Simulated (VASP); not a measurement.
Consider the following.

```
CELL_PARAMETERS angstrom
      0.00000     1.80750     1.80750
      1.80750     0.00000     1.80750
      1.80750     1.80750     0.00000
ATOMIC_POSITIONS crystal
  B  0.00000 0.00000 0.00000
  N  0.25000 0.25000 0.25000
```

The numbers are results of PBE GGA, VASP's PBE PAW potentials (set 64) (plane waves; VASP), not measurements. Run with EDIFF = 1E-2, 520 eV cut-off, 11×11×11 Γ-centred mesh, Gaussian smearing of 0.050 eV, potentials B N.

Problem. Estimate the energy per atom (σ→0), pressure.

Solution. 
```
Quantity                        Value
---------------------  --------------
energy per atom (σ→0)  -8.725 eV/atom
pressure                     2.95 GPa
```

The compound is BN in the zinc blende structure. The cell was not relaxed at this level. The run is one of a series of settings (EDIFF = 1E-2 against the base run), some of them coarse on purpose.
